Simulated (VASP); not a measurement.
OSZICAR of a VASP run on AuAl2 (fluorite):

### OSZICAR
```
       N       E                     dE             d eps       ncg     rms          rms(c)
DAV:   1     0.678811343198E+02    0.67881E+02   -0.71284E+03   736   0.117E+03
DAV:   2    -0.392875122082E+01   -0.71810E+02   -0.66766E+02   800   0.201E+02
DAV:   3    -0.594284764861E+01   -0.20141E+01   -0.19850E+01   868   0.342E+01
DAV:   4    -0.596285800055E+01   -0.20010E-01   -0.19991E-01   840   0.397E+00
DAV:   5    -0.596325063532E+01   -0.39263E-03   -0.39261E-03   876   0.589E-01    0.915E+00
DAV:   6    -0.481429478552E+01    0.11490E+01   -0.63646E+00   784   0.287E+01    0.371E+00
DAV:   7    -0.475596598416E+01    0.58329E-01   -0.29227E-01   760   0.634E+00    0.179E+00
DAV:   8    -0.474003122197E+01    0.15935E-01   -0.42576E-02   812   0.189E+00    0.365E-01
DAV:   9    -0.474043929173E+01   -0.40807E-03   -0.45459E-03   788   0.813E-01    0.174E-01
DAV:  10    -0.474079223047E+01   -0.35294E-03   -0.81034E-04   756   0.277E-01    0.311E-02
DAV:  11    -0.474078886355E+01    0.33669E-05   -0.16538E-05   900   0.372E-02    0.169E-02
DAV:  12    -0.474079105285E+01   -0.21893E-05   -0.80721E-06   760   0.294E-02    0.300E-03
DAV:  13    -0.474079114957E+01   -0.96722E-07   -0.50392E-07   420   0.736E-03
   1 F= -.47407911E+01 E0= -.47399527E+01  d E =-.474079E+01
       N       E                     dE             d eps       ncg     rms          rms(c)
DAV:   1    -0.890565592459E+01   -0.41649E+01   -0.63334E+01   724   0.901E+01    0.205E+01
DAV:   2    -0.494821224519E+01    0.39574E+01   -0.12943E+01   712   0.395E+01    0.743E+00
DAV:   3    -0.489719757932E+01    0.51015E-01   -0.32670E-01   752   0.505E+00    0.525E+00
DAV:   4    -0.486133595178E+01    0.35862E-01   -0.10053E-01   716   0.223E+00    0.969E-01
DAV:   5    -0.485757287026E+01    0.37631E-02   -0.14735E-02   784   0.146E+00    0.149E-01
DAV:   6    -0.485719616745E+01    0.37670E-03   -0.18373E-03   720   0.324E-01    0.211E-01
DAV:   7    -0.485723186991E+01   -0.35702E-04   -0.12997E-04   788   0.977E-02    0.223E-02
DAV:   8    -0.485723570910E+01   -0.38392E-05   -0.18665E-05   788   0.370E-02    0.993E-03
DAV:   9    -0.485723600549E+01   -0.29639E-06   -0.73987E-07   452   0.772E-03
   2 F= -.48572360E+01 E0= -.48566573E+01  d E =-.116445E+00
       N       E                     dE             d eps       ncg     rms          rms(c)
DAV:   1    -0.551473828909E+01   -0.65750E+00   -0.84534E+00   744   0.326E+01    0.488E+00
DAV:   2    -0.492788923201E+01    0.58685E+00   -0.30340E+00   752   0.206E+01    0.155E+00
DAV:   3    -0.490530409675E+01    0.22585E-01   -0.10387E-01   724   0.376E+00    0.587E-01
DAV:   4    -0.490068554482E+01    0.46186E-02   -0.25429E-02   740   0.106E+00    0.127E-01
DAV:   5    -0.490015485168E+01    0.53069E-03   -0.23688E-03   752   0.583E-01    0.955E-02
DAV:   6    -0.490025717357E+01   -0.10232E-03   -0.19601E-04   744   0.126E-01    0.337E-02
DAV:   7    -0.490022768523E+01    0.29488E-04   -0.13060E-04   752   0.114E-01    0.518E-03
DAV:   8    -0.490022790231E+01   -0.21708E-06   -0.68121E-06   748   0.289E-02
   3 F= -.49002279E+01 E0= -.48997084E+01  d E =-.159437E+00
```

Question: Which electronic solver shows in the log?

Answer: It is blocked Davidson (ALGO = Normal, or the opening steps of other solvers). The INCAR had ALGO = Normal.

Question: Can the final energy be trusted as converged?

Answer: Self-consistency was reached. It stopped with EDIFF = 1E-6, NELM = 100, NSW = 60 and EDIFFG = -0.02 after 3 ionic steps (vdW-DF2, plane waves, VASP's PBE PAW potentials (set 64)). Energy and stress use the plane-wave basis of the starting cell.

The compound is AuAl2 in the fluorite structure. This run relaxes it. Symmetry was kept, so distortions that lower it aren't found. The electron count is odd and the run is not spin-polarised, which forces a metal.
